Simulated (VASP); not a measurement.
OSZICAR of a VASP run on KTaO3 (space group Pm-3m):

**OSZICAR**
```
       N       E                     dE             d eps       ncg     rms          rms(c)
DAV:   1     0.294778337546E+03    0.29478E+03   -0.19184E+04   184   0.138E+03
DAV:   2    -0.343134110828E+02   -0.32909E+03   -0.32621E+03   227   0.410E+02
DAV:   3    -0.498803279609E+02   -0.15567E+02   -0.15538E+02   226   0.870E+01
DAV:   4    -0.502688915522E+02   -0.38856E+00   -0.38831E+00   314   0.120E+01
DAV:   5    -0.502708166395E+02   -0.19251E-02   -0.19250E-02   233   0.787E-01    0.356E+01
DAV:   6    -0.421437193449E+02    0.81271E+01   -0.35063E+01   235   0.435E+01    0.144E+01
DAV:   7    -0.420095490894E+02    0.13417E+00   -0.17475E+00   241   0.815E+00    0.873E+00
DAV:   8    -0.419330577971E+02    0.76491E-01   -0.55696E-01   212   0.557E+00    0.159E+00
DAV:   9    -0.419192936473E+02    0.13764E-01   -0.69734E-02   213   0.160E+00    0.296E-01
DAV:  10    -0.419185339502E+02    0.75970E-03   -0.72301E-03   250   0.692E-01    0.134E-01
DAV:  11    -0.419184494678E+02    0.84482E-04   -0.83383E-04   235   0.233E-01    0.394E-02
DAV:  12    -0.419184592042E+02   -0.97363E-05   -0.87518E-05   241   0.732E-02    0.184E-02
DAV:  13    -0.419184576853E+02    0.15189E-05   -0.98167E-06   219   0.284E-02    0.445E-03
DAV:  14    -0.419184575576E+02    0.12770E-06   -0.11394E-06   149   0.806E-03
   1 F= -.41918458E+02 E0= -.41918458E+02  d E =-.522140E-07
```

Which electronic solver shows in the log?

It is blocked Davidson (ALGO = Normal, or the opening steps of other solvers). The INCAR had ALGO = Normal.

Can the final energy be trusted as converged?

Self-consistency was reached. It stopped with EDIFF = 1E-6, NELM = 100 (PBEsol GGA, plane waves, VASP's PBE PAW potentials (set 64)).

The structure is a typed KTaO3 crystal. The cell was not relaxed at this level. The k-mesh is coarse (spacing up to 0.79 per Å, 2π included), so the numbers may not be converged in it. The run is one of a series of settings (KPOINTS 2×2×2 Γ-centred mesh against the base run), some of them coarse on purpose.
